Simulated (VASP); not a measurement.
Computed with PBEsol GGA, VASP's PBE PAW potentials (set 64) (plane waves; VASP).

Input for VASP

**POSCAR**
```
Mg(AlC)2
1
    3.3730301093     0.0000000000     0.0000000000
   -1.6865150546     2.9211297276     0.0000000000
    0.0000000000     0.0000000000     5.7891933978
Mg Al C
1 2 2
Direct
  0.0000000000   1.0000000000   0.0000000000
  0.6666670000   0.3333330000   0.3501045851
  0.3333330000   0.6666670000   0.6498954149
  0.3333330000   0.6666670000   0.2703232979
  0.6666670000   0.3333330000   0.7296767021
```

File KPOINTS:
```
Automatic mesh
0
Gamma
7 7 4
0 0 0
```

### INCAR
```
SYSTEM = Mg(AlC)2
PREC = Accurate
ENCUT = 520
EDIFF = 1E-6
NELM = 100
ALGO = Normal
LREAL = .FALSE.
LASPH = .TRUE.
ISMEAR = 0
SIGMA = 0.05
GGA = PS
LWAVE = .FALSE.
LCHARG = .FALSE.
IBRION = 2
ISIF = 3
NSW = 60
EDIFFG = -0.02
```

POTCAR, in this order: Mg Al C (PBE.64 set). Program: vasp_std.

The run wrote:

OSZICAR:
```
       N       E                     dE             d eps       ncg     rms          rms(c)
DAV:   1     0.364880224501E+02    0.36488E+02   -0.68710E+03   680   0.113E+03
DAV:   2    -0.295857850378E+02   -0.66074E+02   -0.59127E+02   964   0.180E+02
DAV:   3    -0.336823042040E+02   -0.40965E+01   -0.40718E+01   864   0.459E+01
DAV:   4    -0.337444064182E+02   -0.62102E-01   -0.62067E-01   832   0.652E+00
DAV:   5    -0.337455469327E+02   -0.11405E-02   -0.11404E-02   856   0.912E-01    0.983E+00
DAV:   6    -0.297469413278E+02    0.39986E+01   -0.13407E+01   816   0.218E+01    0.317E+00
DAV:   7    -0.296517109741E+02    0.95230E-01   -0.57688E-01   804   0.544E+00    0.205E+00
DAV:   8    -0.296106899764E+02    0.41021E-01   -0.68760E-02   796   0.225E+00    0.280E-01
DAV:   9    -0.296091186054E+02    0.15714E-02   -0.10056E-02   796   0.687E-01    0.133E-01
DAV:  10    -0.296090406728E+02    0.77933E-04   -0.42868E-04   852   0.162E-01    0.702E-02
DAV:  11    -0.296090385541E+02    0.21186E-05   -0.53706E-05   784   0.555E-02    0.238E-02
DAV:  12    -0.296090361034E+02    0.24507E-05   -0.29994E-05   844   0.336E-02    0.683E-03
DAV:  13    -0.296090354203E+02    0.68310E-06   -0.16634E-06   488   0.917E-03
   1 F= -.29609035E+02 E0= -.29609035E+02  d E =-.296090E+02
       N       E                     dE             d eps       ncg     rms          rms(c)
DAV:   1    -0.296100390977E+02   -0.10030E-02   -0.69491E-02   680   0.230E+00    0.771E-02
DAV:   2    -0.296098107921E+02    0.22831E-03   -0.10971E-03   852   0.247E-01    0.476E-02
DAV:   3    -0.296097184507E+02    0.92341E-04   -0.17684E-04   796   0.963E-02    0.146E-02
DAV:   4    -0.296097135489E+02    0.49019E-05   -0.28867E-05   796   0.393E-02    0.506E-03
DAV:   5    -0.296097131691E+02    0.37977E-06   -0.19732E-06   716   0.101E-02
   2 F= -.29609713E+02 E0= -.29609713E+02  d E =-.677749E-03
       N       E                     dE             d eps       ncg     rms          rms(c)
DAV:   1    -0.296097625633E+02   -0.49014E-04   -0.43803E-03   696   0.576E-01    0.192E-02
DAV:   2    -0.296097479243E+02    0.14639E-04   -0.69445E-05   844   0.620E-02    0.120E-02
DAV:   3    -0.296097418690E+02    0.60553E-05   -0.11251E-05   788   0.242E-02    0.365E-03
DAV:   4    -0.296097415440E+02    0.32499E-06   -0.17844E-06   660   0.984E-03
   3 F= -.29609742E+02 E0= -.29609742E+02  d E =-.706124E-03
       N       E                     dE             d eps       ncg     rms          rms(c)
DAV:   1    -0.296101293652E+02   -0.38750E-03   -0.19644E-02   672   0.121E+00    0.741E-02
DAV:   2    -0.296099174151E+02    0.21195E-03   -0.61833E-04   812   0.186E-01    0.301E-02
DAV:   3    -0.296098973237E+02    0.20091E-04   -0.13484E-04   768   0.786E-02    0.911E-03
DAV:   4    -0.296098950738E+02    0.22499E-05   -0.15133E-05   784   0.260E-02    0.522E-03
DAV:   5    -0.296098946516E+02    0.42219E-06   -0.12495E-06   440   0.826E-03
   4 F= -.29609895E+02 E0= -.29609895E+02  d E =-.153108E-03
```

File OUTCAR:
```
------------------------ aborting loop because EDIFF is reached ----------------------------------------
  FORCE on cell =-STRESS in cart. coord.  units (eV):
  Direction    XX          YY          ZZ          XY          YZ          ZX
  --------------------------------------------------------------------------------------
  Total        0.0198953      0.0198953      0.0433031      0.0000000      0.0000000      0.0000000
  in kB        0.5600230      0.5600230      1.2189157      0.0000000      0.0000000      0.0000000
  external PRESSURE =       0.7796539 kB  Pullay stress =       0.0000000 kB
  volume of cell :       56.92
      direct lattice vectors                 reciprocal lattice vectors
     3.375770908  0.000000000  0.000000000     0.296228633  0.171027683 -0.000000000
    -1.687885454  2.923503329 -0.000000000    -0.000000000  0.342055366  0.000000000
     0.000000000 -0.000000000  5.767383921    -0.000000000  0.000000000  0.173388839
 POSITION                                       TOTAL-FORCE (eV/Angst)
 -----------------------------------------------------------------------------------
      3.37577      0.00000      5.76738         0.000000      0.000000     -0.000000
      1.68789      0.97450      2.01901        -0.000000      0.000000     -0.012131
     -0.00000      1.94900      3.74837         0.000000     -0.000000      0.012131
     -0.00000      1.94900      1.55299        -0.000000     -0.000000     -0.007612
      1.68789      0.97450      4.21439         0.000000      0.000000      0.007612
 -----------------------------------------------------------------------------------
    total drift:                                0.000000     -0.000000      0.000000
  FREE ENERGIE OF THE ION-ELECTRON SYSTEM (eV)
  ---------------------------------------------------
  free  energy   TOTEN  =       -29.6098946516 eV

  energy  without entropy=      -29.6098946516  energy(sigma->0) =      -29.60989465

 reached required accuracy - stopping structural energy minimisation
```
(Selected blocks of OUTCAR.)

CONTCAR:
```
Mg(AlC)2
   1.00000000000000
     3.3757709079435791    0.0000000000000467    0.0000000000000000
    -1.6878854539217083    2.9235033287674614   -0.0000000000000000
     0.0000000000000000   -0.0000000000000000    5.7673839209954592
  Mg              Al              C
     1     2     2
Direct
     1.0000000000000000    0.0000000000000000    1.0000000000000000
     0.6666669999999968    0.3333330000000032    0.3500742309926487
     0.3333330000000032    0.6666669999999968    0.6499257690073513
     0.3333330000000032    0.6666669999999968    0.2692715034434918
     0.6666669999999968    0.3333330000000032    0.7307284965565082
```

The structure comes from a computed database's Al2MgC2 entry (P-3m1); how it stands against other phases isn't given here. This run relaxes it. Symmetry was kept, so distortions that lower it aren't found. The start is the result of an earlier pass.
